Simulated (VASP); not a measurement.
These are PBE GGA with D4 dispersion, VASP's PBE PAW potentials (set 64) (plane waves; VASP 6.6.1) values and carry that method's errors.

VASP input:

### INCAR
```
! general
SYSTEM  = CeO2
PREC    = Accurate
ENCUT   = 520   ! plane-wave cut-off (eV)
LREAL   = F
LASPH   = T   ! aspherical one-centre terms

! electronic loop
EDIFF   = 1E-7   ! SCF stop (eV)
NELM    = 100   ! most electronic steps
ALGO    = Normal   ! blocked Davidson
LMAXMIX = 6

! smearing
ISMEAR  = 0
SIGMA   = 0.05

! functional
GGA     = PE   ! PBE
IVDW    = 13

! ions
ISIF    = 2

! output
LWAVE   = F
LCHARG  = F
```

KPOINTS:
```
Automatic
0
Gamma
 7 7 7
0 0 0
```

POSCAR:
```
CeO2
1.0
  0.0000000000   2.6874768589   2.6874768589
  2.6874768589   0.0000000000   2.6874768589
  2.6874768589   2.6874768589   0.0000000000
Ce O
1 2
direct
  0.0000000000   0.0000000000   0.0000000000
  0.2500000000   0.2500000000   0.2500000000
  0.7500000000   0.7500000000   0.7500000000
```

POTCAR, in this order: Ce O (PBE.64 set). Program: vasp_std.

Task: Estimate the energy per atom (σ→0), dispersion energy, pressure.

Result: 
* **energy per atom (σ→0)**: -8.986 eV/atom
* **dispersion energy**: -0.788 eV
* **pressure**: 5.90 GPa

**OSZICAR**
```
...
DAV:  15    -0.261707806798E+02    0.32476E-03   -0.33946E-03   896   0.567E-01    0.421E-02
DAV:  16    -0.261707980649E+02   -0.17385E-04   -0.25139E-04   952   0.161E-01    0.610E-02
DAV:  17    -0.261707867544E+02    0.11311E-04   -0.34602E-05   968   0.591E-02    0.225E-02
DAV:  18    -0.261707818525E+02    0.49020E-05   -0.28876E-05  1072   0.475E-02    0.483E-03
DAV:  19    -0.261707811200E+02    0.73248E-06   -0.15047E-06   904   0.119E-02    0.182E-03
DAV:  20    -0.261707810119E+02    0.10805E-06   -0.40057E-07   808   0.578E-03    0.122E-03
DAV:  21    -0.261707811027E+02   -0.90735E-07   -0.67684E-08   440   0.334E-03
   1 F= -.26958596E+02 E0= -.26958596E+02  d E =-.403210E-11
```

The compound is CeO2 in the fluorite structure. This cell is one point of a volume scan, at 0.97 of the reference volume. The run is not spin-polarised, so no magnetic state was tried.
